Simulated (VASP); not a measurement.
All values below come from PBE GGA with spin-orbit coupling, VASP's PBE PAW potentials (set 64) (plane waves; VASP).

A VASP calculation is set up with these files.

INCAR:
```
ALGO = Normal   # blocked Davidson
LORBIT = 11   # lm-projected
GGA_COMPAT = .FALSE.
NELM = 100   # most electronic steps
ISIF = 2
GGA = PE   # PBE
ISMEAR = -1   # Fermi-Dirac
LWAVE = .FALSE.
LMAXMIX = 4   # l cut-off of mixed one-centre charges
LNONCOLLINEAR = .TRUE.
EDIFF = 1E-6   # SCF stop (eV)
SIGMA = 0.02   # width (eV)
ENCUT = 300
LSORBIT = .TRUE.
PREC = Accurate
LCHARG = .FALSE.
LASPH = .TRUE.
SYSTEM = I
MAGMOM = 12*0.0
LREAL = .FALSE.   # projection in real space or not
```

### KPOINTS
```
Automatic mesh
0
Gamma
3 3 2
0 0 0
```

### POSCAR
```
I
1
    2.3950000000    -3.6350000000     0.0000000000
    2.3950000000     3.6350000000     0.0000000000
    0.0000000000     0.0000000000     9.7900000000
I
4
Direct
  0.8460000000   0.8460000000   0.8830000000
  0.6540000000   0.6540000000   0.3830000000
  0.3460000000   0.3460000000   0.6170000000
  0.1540000000   0.1540000000   0.1170000000
```

POTCAR, in this order: I (PBE.64 set). Program: vasp_ncl.

**Question.** What does the run give for the energy per atom (σ→0), pressure, largest force?

**Answer.** 
```yaml
energy per atom (σ→0): -1.643 eV/atom
pressure: 1.30 GPa
largest_force: 0.614 eV/Å
```

**OSZICAR**
```
...
DAV:   7    -0.657658089454E+01    0.48616E-01   -0.99669E-02   620   0.169E+00    0.407E+00
DAV:   8    -0.657537635008E+01    0.12045E-02   -0.45990E-02   624   0.120E+00    0.399E-01
DAV:   9    -0.657297055239E+01    0.24058E-02   -0.10054E-02   616   0.537E-01    0.160E-01
DAV:  10    -0.657301741036E+01   -0.46858E-04   -0.51735E-04   628   0.129E-01    0.827E-02
DAV:  11    -0.657306787303E+01   -0.50463E-04   -0.53501E-05   620   0.492E-02    0.182E-02
DAV:  12    -0.657307280745E+01   -0.49344E-05   -0.64186E-06   608   0.157E-02    0.824E-03
DAV:  13    -0.657307380379E+01   -0.99634E-06   -0.59734E-07   368   0.538E-03
   1 F= -.65730738E+01 E0= -.65730738E+01  d E =-.353050E-11  mag=    -0.0000     0.0000     0.0000
```

The structure is a typed I crystal (Cmce). The cell was not relaxed at this level. The k-mesh is coarse (spacing up to 0.52 per Å, 2π included), so the numbers may not be converged in it. The run is one of a series of settings (GGA_COMPAT = .FALSE., LNONCOLLINEAR = .TRUE., LSORBIT = .TRUE., MAGMOM = 0.0 0.0 0.0 0.0 0.0 0.0 0.0 0.0 0.0 0.0 0.0 0.0, program vasp_ncl against the base run), some of them coarse on purpose.
